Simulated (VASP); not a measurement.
These are PBE GGA, VASP's PBE PAW potentials (set 64) (plane waves; VASP) values and carry that method's errors.

VASP input:

POSCAR:
```
CoPtO2
1
    1.4122700000     0.8153740000     5.9393900000
   -1.4122700000     0.8153740000     5.9393900000
    0.0000000000    -1.6307490000     5.9393900000
Co Pt O
1 1 2
Direct
  0.5000000000   0.5000000000   0.5000000000
  0.0000000000   0.0000000000   0.0000000000
  0.8877590000   0.8877590000   0.8877590000
  0.1122410000   0.1122410000   0.1122410000
```

**INCAR**
```
SYSTEM = CoPtO2
PREC = Accurate; ENCUT = 400; LREAL = .FALSE.
LASPH = .TRUE.
EDIFF = 1E-6; NELM = 100; ALGO = Normal
LMAXMIX = 6
ISMEAR = 1; SIGMA = 0.2
GGA = PE
ISIF = 2
LWAVE = .FALSE.; LCHARG = .FALSE.
```

KPOINTS:
```
kpoints
0
G
13 13 13
0 0 0
```

POTCAR, in this order: Co Pt O (PBE.64 set). Program: vasp_std.

Task: What will the output report for the number of irreducible k-points (NKPTS), largest plane-wave count, number of space-group operations, FFT grid (NGX, NGY, NGZ)?

Result: 
```
Property                                      Result
--------------------------------------  ------------
number of irreducible k-points (NKPTS)           231
largest plane-wave count                         765
number of space-group operations                  12
FFT grid (NGX, NGY, NGZ)                40 × 40 × 40
```

The structure comes from a computed database's CoPtO2 entry; how it stands against other phases isn't given here. The cell was not relaxed at this level. The run is not spin-polarised, so no magnetic state was tried. The electron count is odd and the run is not spin-polarised, which forces a metal.
